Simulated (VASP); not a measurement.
Computed with r2SCAN meta-GGA, VASP's PBE PAW potentials (set 64) (plane waves; VASP 6.6.1).

A VASP calculation is set up with these files.

POSCAR:
```
RuAs
1.0
  0.0000000000   3.0599560000   3.0599560000
  3.0599560000   0.0000000000   3.0599560000
  3.0599560000   3.0599560000   0.0000000000
Ru As
1 1
Cartesian
  0.0000000000   0.0000000000   0.0000000000
  1.5299780000   1.5299780000   1.5299780000
```

File KPOINTS:
```
Automatic mesh
0
Gamma
9 9 9
0 0 0
```

INCAR:
```
SYSTEM = RuAs
PREC = Accurate
ENCUT = 400
EDIFF = 1E-6
NELM = 100
ALGO = Normal
LREAL = .FALSE.
LASPH = .TRUE.
ISMEAR = 1
SIGMA = 0.1
METAGGA = R2SCAN
LMIXTAU = .TRUE.
LMAXMIX = 4
LWAVE = .FALSE.
LCHARG = .FALSE.
IBRION = 2
ISIF = 3
NSW = 60
EDIFFG = -0.01
```

POTCAR, in this order: Ru_pv As (PBE.64 set). Program: vasp_std.

Output

File OSZICAR:
```
...
DAV:   4    -0.442608586245E+02   -0.38680E-01   -0.38668E-01  1213   0.482E+00
DAV:   5    -0.442614480897E+02   -0.58947E-03   -0.58944E-03  1157   0.458E-01    0.766E+00
DAV:   6    -0.390567211073E+02    0.52047E+01   -0.94718E+00   910   0.347E+01    0.630E+00
DAV:   7    -0.383569744063E+02    0.69975E+00   -0.24255E+00   910   0.149E+01    0.169E+00
DAV:   8    -0.384434617175E+02   -0.86487E-01   -0.31420E-01   985   0.483E+00    0.998E-01
DAV:   9    -0.381978475677E+02    0.24561E+00   -0.40857E-01   925   0.588E+00    0.587E-01
DAV:  10    -0.384189346861E+02   -0.22109E+00   -0.80260E-02   910   0.275E+00    0.184E-01
DAV:  11    -0.384230960706E+02   -0.41614E-02   -0.19774E-03  1080   0.410E-01    0.143E-01
DAV:  12    -0.384370342674E+02   -0.13938E-01   -0.52372E-03   930   0.589E-01    0.541E-02
DAV:  13    -0.384375608330E+02   -0.52657E-03   -0.29617E-03  1020   0.425E-01    0.240E-02
DAV:  14    -0.384383161302E+02   -0.75530E-03   -0.32583E-04   925   0.159E-01    0.205E-02
DAV:  15    -0.384385845892E+02   -0.26846E-03   -0.88878E-05   920   0.929E-02    0.984E-03
DAV:  16    -0.384386491041E+02   -0.64515E-04   -0.40715E-05  1015   0.547E-02    0.226E-03
DAV:  17    -0.384386477417E+02    0.13624E-05   -0.46857E-06   935   0.217E-02    0.193E-03
DAV:  18    -0.384386501023E+02   -0.23605E-05   -0.13381E-06   704   0.136E-02    0.815E-04
DAV:  19    -0.384386506013E+02   -0.49906E-06   -0.21095E-07   455   0.480E-03
   1 F= -.38438651E+02 E0= -.38438723E+02  d E =-.384387E+02
       N       E                     dE             d eps       ncg     rms          rms(c)
DAV:   1    -0.135938179233E+03   -0.97500E+02   -0.18109E+03   910   0.479E+02    0.120E+02
DAV:   2    -0.418803355606E+02    0.94058E+02   -0.31037E+02   910   0.229E+02    0.334E+01
DAV:   3    -0.398110366339E+02    0.20693E+01   -0.98104E+00  1070   0.344E+01    0.187E+01
DAV:   4    -0.383131959626E+02    0.14978E+01   -0.62611E+00   945   0.260E+01    0.893E+00
DAV:   5    -0.387058297146E+02   -0.39263E+00   -0.45691E-01  1005   0.776E+00    0.493E+00
DAV:   6    -0.385797665131E+02    0.12606E+00   -0.17425E-01  1005   0.485E+00    0.499E+00
DAV:   7    -0.387422068872E+02   -0.16244E+00   -0.87092E-02  1135   0.302E+00    0.148E+00
DAV:   8    -0.387438009686E+02   -0.15941E-02   -0.55427E-02  1015   0.256E+00    0.326E-01
DAV:   9    -0.387531539083E+02   -0.93529E-02   -0.28538E-03  1050   0.514E-01    0.397E-01
DAV:  10    -0.387557905774E+02   -0.26367E-02   -0.14972E-03  1020   0.374E-01    0.306E-01
DAV:  11    -0.387585814046E+02   -0.27908E-02   -0.19403E-03   950   0.590E-01    0.960E-02
DAV:  12    -0.387586525219E+02   -0.71117E-04   -0.12463E-04  1180   0.123E-01    0.731E-02
DAV:  13    -0.387586538449E+02   -0.13230E-05   -0.69453E-06   995   0.276E-02    0.503E-02
DAV:  14    -0.387586407395E+02    0.13105E-04   -0.15508E-05   915   0.386E-02    0.120E-02
DAV:  15    -0.387586504163E+02   -0.96768E-05   -0.64471E-06   935   0.287E-02    0.291E-03
DAV:  16    -0.387586495860E+02    0.83033E-06   -0.24537E-07   475   0.571E-03
   2 F= -.38758650E+02 E0= -.38758492E+02  d E =-.319999E+00
       N       E                     dE             d eps       ncg     rms          rms(c)
DAV:   1    -0.643172063962E+02   -0.25559E+02   -0.39109E+02   910   0.284E+02    0.601E+01
DAV:   2    -0.438807672433E+02    0.20436E+02   -0.17283E+02   910   0.138E+02    0.264E+01
DAV:   3    -0.400256668000E+02    0.38551E+01   -0.11814E+01   920   0.348E+01    0.210E+01
DAV:   4    -0.400732621172E+02   -0.47595E-01   -0.32340E-01  1045   0.573E+00    0.171E+01
DAV:   5    -0.399101565619E+02    0.16311E+00   -0.48181E-01   915   0.467E+00    0.505E+00
DAV:   6    -0.400405309609E+02   -0.13037E+00   -0.12932E-01   935   0.289E+00    0.250E+00
DAV:   7    -0.399737689188E+02    0.66762E-01   -0.48435E-02   945   0.203E+00    0.926E-01
DAV:   8    -0.400470194314E+02   -0.73251E-01   -0.60756E-02   930   0.220E+00    0.247E-01
DAV:   9    -0.400481239697E+02   -0.11045E-02   -0.35845E-03  1170   0.659E-01    0.119E-01
DAV:  10    -0.400480404116E+02    0.83558E-04   -0.16741E-04  1295   0.937E-02    0.155E-01
DAV:  11    -0.400482118903E+02   -0.17148E-03   -0.98935E-05   915   0.112E-01    0.635E-02
DAV:  12    -0.400482125031E+02   -0.61281E-06   -0.57944E-06  1195   0.252E-02
   3 F= -.40048213E+02 E0= -.40048145E+02  d E =-.160956E+01
       N       E                     dE             d eps       ncg     rms          rms(c)
DAV:   1    -0.400958499347E+02   -0.47638E-01   -0.69871E-01   910   0.111E+01    0.172E+00
DAV:   2    -0.400611839260E+02    0.34666E-01   -0.29656E-01   910   0.618E+00    0.750E-01
DAV:   3    -0.400522520864E+02    0.89318E-02   -0.28388E-02   920   0.187E+00    0.161E-01
DAV:   4    -0.400519326970E+02    0.31939E-03   -0.30524E-03   925   0.400E-01    0.539E-02
DAV:   5    -0.400519140071E+02    0.18690E-04   -0.48545E-04   910   0.232E-01    0.502E-02
DAV:   6    -0.400517781998E+02    0.13581E-03   -0.70876E-04   920   0.246E-01    0.144E-02
DAV:   7    -0.400521173365E+02   -0.33914E-03   -0.17552E-04   910   0.121E-01    0.337E-03
DAV:   8    -0.400521182605E+02   -0.92398E-06   -0.59526E-06  1070   0.215E-02
   4 F= -.40052118E+02 E0= -.40052052E+02  d E =-.161347E+01
       N       E                     dE             d eps       ncg     rms          rms(c)
DAV:   1    -0.400725388814E+02   -0.20422E-01   -0.32338E-01   910   0.759E+00    0.117E+00
DAV:   2    -0.400564869441E+02    0.16052E-01   -0.13668E-01   910   0.421E+00    0.504E-01
DAV:   3    -0.400524584664E+02    0.40285E-02   -0.12723E-02   920   0.126E+00    0.108E-01
DAV:   4    -0.400523159148E+02    0.14255E-03   -0.14247E-03   925   0.269E-01    0.367E-02
DAV:   5    -0.400523001968E+02    0.15718E-04   -0.24090E-04   910   0.164E-01    0.347E-02
DAV:   6    -0.400522446283E+02    0.55569E-04   -0.33666E-04   910   0.171E-01    0.101E-02
DAV:   7    -0.400524011295E+02   -0.15650E-03   -0.85974E-05   910   0.857E-02    0.257E-03
DAV:   8    -0.400524011708E+02   -0.41273E-07   -0.28467E-06  1140   0.142E-02
   5 F= -.40052401E+02 E0= -.40052334E+02  d E =-.161375E+01
       N       E                     dE             d eps       ncg     rms          rms(c)
DAV:   1    -0.400656012541E+02   -0.13200E-01   -0.21046E-01   910   0.615E+00    0.925E-01
DAV:   2    -0.400552702209E+02    0.10331E-01   -0.93601E-02   910   0.347E+00    0.412E-01
DAV:   3    -0.400523824322E+02    0.28878E-02   -0.87583E-03   920   0.105E+00    0.873E-02
DAV:   4    -0.400522854860E+02    0.96946E-04   -0.98968E-04   920   0.210E-01    0.309E-02
DAV:   5    -0.400522692336E+02    0.16252E-04   -0.18360E-04   910   0.146E-01    0.278E-02
DAV:   6    -0.400522022156E+02    0.67018E-04   -0.24277E-04   910   0.147E-01    0.109E-02
DAV:   7    -0.400523206668E+02   -0.11845E-03   -0.97140E-05   910   0.941E-02    0.382E-03
DAV:   8    -0.400523251953E+02   -0.45285E-05   -0.49279E-06   975   0.198E-02    0.179E-03
DAV:   9    -0.400523258444E+02   -0.64913E-06   -0.38721E-07   530   0.577E-03
   6 F= -.40052326E+02 E0= -.40052260E+02  d E =0.753263E-04
       N       E                     dE             d eps       ncg     rms          rms(c)
DAV:   1    -0.400566205052E+02   -0.42953E-02   -0.65629E-02   910   0.342E+00    0.524E-01
DAV:   2    -0.400533799583E+02    0.32405E-02   -0.28192E-02   910   0.191E+00    0.228E-01
DAV:   3    -0.400525331563E+02    0.84680E-03   -0.26339E-03   920   0.573E-01    0.486E-02
DAV:   4    -0.400525049231E+02    0.28233E-04   -0.29521E-04   920   0.120E-01    0.165E-02
DAV:   5    -0.400525020194E+02    0.29038E-05   -0.52843E-05   910   0.774E-02    0.157E-02
DAV:   6    -0.400524910238E+02    0.10996E-04   -0.70870E-05   910   0.788E-02    0.481E-03
DAV:   7    -0.400525242493E+02   -0.33226E-04   -0.19769E-05   910   0.415E-02    0.130E-03
DAV:   8    -0.400525241443E+02    0.10507E-06   -0.60261E-07   585   0.681E-03
   7 F= -.40052524E+02 E0= -.40052458E+02  d E =-.122974E-03
```

**OUTCAR**
```
------------------------ aborting loop because EDIFF is reached ----------------------------------------
  FORCE on cell =-STRESS in cart. coord.  units (eV):
  Direction    XX          YY          ZZ          XY          YZ          ZX
  --------------------------------------------------------------------------------------
  Total        0.0005988      0.0005988      0.0005988     -0.0000000      0.0000000      0.0000000
  in kB        0.0239699      0.0239699      0.0239699     -0.0000000      0.0000000      0.0000000
  external PRESSURE =       0.0239699 kB  Pullay stress =       0.0000000 kB
  volume of cell :       40.02
      direct lattice vectors                 reciprocal lattice vectors
     0.000000000  2.714962997  2.714962997    -0.184164573  0.184164573  0.184164573
     2.714962997 -0.000000000  2.714962997     0.184164573 -0.184164573  0.184164573
     2.714962997  2.714962997 -0.000000000     0.184164573  0.184164573 -0.184164573
 POSITION                                       TOTAL-FORCE (eV/Angst)
 -----------------------------------------------------------------------------------
      0.00000      0.00000      0.00000        -0.000000     -0.000000     -0.000000
      1.35748      1.35748      1.35748         0.000000      0.000000      0.000000
 -----------------------------------------------------------------------------------
    total drift:                               -0.000001     -0.000001     -0.000001
  FREE ENERGIE OF THE ION-ELECTRON SYSTEM (eV)
  ---------------------------------------------------
  free  energy   TOTEN  =       -40.0525241443 eV

  energy  without entropy=      -40.0523245646  energy(sigma->0) =      -40.05245762

 reached required accuracy - stopping structural energy minimisation
```
(Selected blocks of OUTCAR.)

**CONTCAR**
```
RuAs
   1.00000000000000
     0.0000000000000000    2.7149629973291103    2.7149629973291103
     2.7149629973291098   -0.0000000000000000    2.7149629973291103
     2.7149629973291098    2.7149629973291103   -0.0000000000000000
  Ru              As
     1     1
Direct
     0.0000000000000000    0.0000000000000000    0.0000000000000000
     0.2500000000000000    0.2500000000000000    0.2500000000000000
```

### OUTCAR
```
 val. band max:        6.0212328958   @ k =   0.4444   0.2222   0.0000

 cond. band min:       6.0864720868   @ k =  -0.3333   0.2222   0.0000


 Fermi energy:         6.0837019497

 k-point     1 :       0.0000    0.0000    0.0000
  band No.  band energies     occupation
      1     -37.5646      2.00000
      2     -37.5646      2.00000
      3     -37.5646      2.00000
      4      -6.7551      2.00000
      5       1.6934      2.00000
      6       1.6934      2.00000
      7       1.6934      2.00000
      8       4.5224      2.00000
      9       4.5224      2.00000
     10      10.5374      0.00000
     11      11.8228      0.00000
     12      11.8228      0.00000
     13      11.8228      0.00000

 k-point     2 :       0.1111    0.0000    0.0000
  band No.  band energies     occupation
      1     -37.5689      2.00000
      2     -37.5653      2.00000
      3     -37.5653      2.00000
      4      -6.6298      2.00000
      5       1.5795      2.00000
      6       1.7586      2.00000
      7       1.7586      2.00000
      8       4.4947      2.00000
      9       4.4947      2.00000
     10      10.1912      0.00000
     11      11.5609      0.00000
     12      11.5609      0.00000
     13      11.6278      0.00000

 k-point     3 :       0.2222    0.0000    0.0000
  band No.  band energies     occupation
      1     -37.5798      2.00000
      2     -37.5671      2.00000
      3     -37.5671      2.00000
      4      -6.2966      2.00000
      5       1.3558      2.00000
      6       1.9089      2.00000
      7       1.9089      2.00000
      8       4.4823      2.00000
      9       4.4823      2.00000
     10       8.5540      0.00000
     11      10.8876      0.00000
     12      10.8876      0.00000
     13      12.0934      0.00000

 k-point     4 :       0.3333    0.0000    0.0000
  band No.  band energies     occupation
      1     -37.5921      2.00000
      2     -37.5691      2.00000
      3     -37.5691      2.00000
...
```

Energy and stress use the plane-wave basis of the starting cell.

The structure was generated: RuAs was put into the zinc blende type (F-43m), which need not be its known phase. This run relaxes it. Symmetry was kept, so distortions that lower it aren't found. The electron count is odd and the run is not spin-polarised, which forces a metal.
